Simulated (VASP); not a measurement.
```
CELL_PARAMETERS angstrom
      3.99000     0.00000     0.00000
      0.00000     3.99000     0.00000
      0.00000     0.00000     3.99000
ATOMIC_POSITIONS crystal
  K  0.00000 0.00000 0.00000
  Ta 0.50000 0.50000 0.50000
  O  0.50000 0.00000 0.50000
  O  0.00000 0.50000 0.50000
  O  0.50000 0.50000 0.00000
```

Computed with PBEsol GGA, VASP's PBE PAW potentials (set 64) (plane waves; VASP). Numerical set-up: 400 eV cut-off, 6×6×6 Γ-centred mesh, Fermi-Dirac smearing of 0.050 eV, potentials K_sv Ta_pv O.

At this cut-off the stress carries a Pulay error, which pulls relaxed volumes low.

### Question
The ions, cell shape and volume are relaxed. Give the cell that the relaxation ends in.

### Answer

```
CELL_PARAMETERS angstrom
      3.96426     0.00000     0.00000
      0.00000     3.96426     0.00000
      0.00000     0.00000     3.96426
ATOMIC_POSITIONS crystal
  K  0.00000 0.00000 0.00000
  Ta 0.50000 0.50000 0.50000
  O  0.50000 0.00000 0.50000
  O  0.00000 0.50000 0.50000
  O  0.50000 0.50000 0.00000
```
Space group Pm-3m (221), at a tolerance of 0.03 Å.

### Question
How do energy and volume change from the first to the last step?

### Answer
The energy (σ→0) changes by -3.7 meV/atom and the volume by -1.9 %, in 3 ionic steps.

The structure is a typed KTaO3 crystal. This run relaxes it. Symmetry was kept, so distortions that lower it aren't found. The run is one of a series of settings (EDIFFG = -0.01, IBRION = 2, ISIF = 3, NSW = 50 against the base run), some of them coarse on purpose.
